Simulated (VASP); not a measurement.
```
CELL_PARAMETERS angstrom
      3.92151     0.00000     0.00000
      0.00000     3.92151     0.00000
      0.00000     0.00000     3.92151
ATOMIC_POSITIONS crystal
  Sr 0.00000 0.00000 0.00000
  Ti 0.50000 0.50000 0.50000
  O  0.50000 0.00000 0.50000
  O  0.00000 0.50000 0.50000
  O  0.50000 0.50000 0.00000
```

These are PBE GGA with D3 dispersion (zero damping), VASP's PBE PAW potentials (set 64) (plane waves; VASP) values and carry that method's errors. Settings: 520 eV cut-off, 6×6×6 Γ-centred mesh, tetrahedra with Blöchl corrections, potentials Sr_sv Ti_sv O.

The cores are frozen, which limits the accuracy of field gradients.

Task: Give the principal components of the electric field gradient (V/Å²) and the asymmetry η at each nucleus.

Result: 
```tsv
atom	Vxx	Vyy	Vzz	η
Sr1	0.0	0.0	0.0	-
Ti2	0.0	0.0	0.0	-
O3	-6.3	-6.3	12.7	0.00
O4	-6.3	-6.3	12.7	0.00
O5	-6.3	-6.3	12.7	0.00
```

The compound is SrTiO3 in the cubic perovskite structure, the ideal cubic form; the compound distorts at low or room temperature. It was relaxed first.
